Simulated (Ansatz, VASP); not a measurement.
# One calculation of In3Cu, two programs

File INCAR:

```
PREC = Accurate
ENCUT = 520
EDIFF = 1E-6
ISMEAR = 0
SIGMA = 0.15
LREAL = F
LASPH = T
NELM = 60
ALGO = Fast
ISIF = 2
LWAVE = F
LCHARG = F
NBANDS = 33
```

Contents of KPOINTS:

```
Automatic mesh
0
Gamma
  10 10 10
```

File POSCAR:

```
In3Cu
1.0
    4.3692763247      0.0000000000      0.0000000000
    0.0000000000      4.3692763247      0.0000000000
    0.0000000000      0.0000000000      4.3692763247
In Cu
3 1
Direct
    0.0000000000      0.5000000000      0.5000000000
    0.5000000000      0.0000000000      0.5000000000
    0.5000000000      0.5000000000      0.0000000000
    0.0000000000      0.0000000000      0.0000000000
```

Input for Ansatz:

```yaml
crystal:
  lattice:
    - [4.3692763247, 0.0, 0.0]
    - [0.0, 4.3692763247, 0.0]
    - [0.0, 0.0, 4.3692763247]
  atoms:
    - { symbol: In, position: [0.0, 0.5, 0.5] }
    - { symbol: In, position: [0.5, 0.0, 0.5] }
    - { symbol: In, position: [0.5, 0.5, 0.0] }
    - { symbol: Cu, position: [0.0, 0.0, 0.0] }
basis:
  ecutwfc: 520.0
kpoints:
  mp_grid: { grid: [10, 10, 10] }
hamiltonian:
  xc: lda
scf:
  occupations: { method: gaussian, width: 0.15 }
output:
  forces: true
  stress: true
  eigenvalues: true
```

Alike in both runs: task single point; functional LDA; k mesh 10 × 10 × 10; occupations gaussian, width 0.15 eV; no spin polarisation.

|  | VASP | Ansatz |
| --- | --- | --- |
| version | VASP 6.6.1 | Ansatz 0.2.0 |
| potentials or method | VASP PAW LDA potentials, release 64 (In_d, Cu) | scalar-relativistic, plane waves, PAW |
| plane-wave cutoff (eV) | 520 | 520 |
| valence electrons in the cell | 50 | 58 |

|  | VASP | Ansatz | Ansatz less VASP |
| --- | --- | --- | --- |
| gap on the k mesh at the Fermi level (eV) | none | none | - |
| pressure (GPa) | -1.6 | -1.6 | +0.03 |

A gap of «none» marks a metal or a gap that the smearing closes. The two sets of potentials don't hold the same shells in valence.
